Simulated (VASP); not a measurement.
OSZICAR of a VASP run on Ca (space group Fm-3m):

**OSZICAR**
```
       N       E                     dE             d eps       ncg     rms          rms(c)
DAV:   1     0.408715956518E+02    0.40872E+02   -0.41076E+03   862   0.681E+02
DAV:   2    -0.113214802794E+01   -0.42004E+02   -0.41837E+02   894   0.179E+02
DAV:   3    -0.194973262811E+01   -0.81758E+00   -0.80881E+00  1406   0.244E+01
DAV:   4    -0.196294917587E+01   -0.13217E-01   -0.13179E-01  1241   0.237E+00
DAV:   5    -0.196341452221E+01   -0.46535E-03   -0.46341E-03  1383   0.220E-01    0.218E+00
DAV:   6    -0.195896081482E+01    0.44537E-02   -0.12632E-02  1102   0.130E+00    0.134E+00
DAV:   7    -0.195985934537E+01   -0.89853E-03   -0.14727E-02  1032   0.148E+00    0.989E-02
DAV:   8    -0.195940302462E+01    0.45632E-03   -0.23697E-03   986   0.516E-01    0.184E-02
DAV:   9    -0.195942155506E+01   -0.18530E-04   -0.16544E-04  1373   0.774E-02    0.101E-02
DAV:  10    -0.195942154742E+01    0.76375E-08   -0.17570E-05  1044   0.479E-02    0.298E-03
DAV:  11    -0.195942109430E+01    0.45312E-06   -0.12593E-06  1033   0.122E-02
   1 F= -.19594211E+01 E0= -.19371802E+01  d E =-.444817E-01
```

Problem. Which electronic solver shows in the log?

Solution. It is blocked Davidson (ALGO = Normal, or the opening steps of other solvers). The INCAR had ALGO = Normal.

Problem. Can the final energy be trusted as converged?

Solution. Self-consistency was reached. It stopped with EDIFF = 1E-6, NELM = 100 (PBE GGA, plane waves, VASP's PBE PAW potentials (set 64)).

The structure comes from a computed database's Ca entry; how it stands against other phases isn't given here. The cell was not relaxed at this level, and its volume differs by -4.4 % from the start's.
